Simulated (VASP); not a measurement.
Method: PBEsol GGA, VASP's PBE PAW potentials (set 64) (plane waves; VASP).

Input for VASP

File POSCAR:
```
PtSb2
1
    6.4585467914    -0.0000000000    -0.0000000000
   -0.0000000000     6.4585467914    -0.0000000000
   -0.0000000000     0.0000000000     6.4585467914
Sb Pt
8 4
Direct
  0.6257937319   0.8742062681   0.1257937319
  0.1257937319   0.6257937319   0.8742062681
  0.6257937319   0.6257937319   0.6257937319
  0.3742062681   0.3742062681   0.3742062681
  0.8742062681   0.1257937319   0.6257937319
  0.8742062681   0.3742062681   0.1257937319
  0.1257937319   0.8742062681   0.3742062681
  0.3742062681   0.1257937319   0.8742062681
  0.0000000000   0.5000000000   0.5000000000
  0.5000000000   0.0000000000   0.5000000000
  0.0000000000   0.0000000000   0.0000000000
  0.5000000000   0.5000000000   0.0000000000
```

### KPOINTS
```
Automatic
0
gamma
 6 6 6
0 0 0
```

### INCAR
```
SYSTEM=PtSb2
PREC=Accurate; ENCUT=400; LREAL=.FALSE.
LASPH=.TRUE.
EDIFF=1E-7; NELM=100; ALGO=Normal
LMAXMIX=6
ISMEAR=-5
GGA=PS
ISIF=2
LWAVE=.FALSE.; LCHARG=.TRUE.; LORBIT=11
NEDOS=601
```

POTCAR, in this order: Sb Pt (PBE.64 set). Program: vasp_std.

Task: What will the output report for the number of irreducible k-points (NKPTS), number of bands (NBANDS), largest plane-wave count, number of space-group operations, FFT grid (NGX, NGY, NGZ)?

Result: 
| Property | Result |
|---|---|
| number of irreducible k-points (NKPTS) | 24 |
| number of bands (NBANDS) | 48 |
| largest plane-wave count | 4945 |
| number of space-group operations | 24 |
| FFT grid (NGX, NGY, NGZ) | 42 × 42 × 42 |

The compound is PtSb2 in the pyrite structure. It was relaxed first.
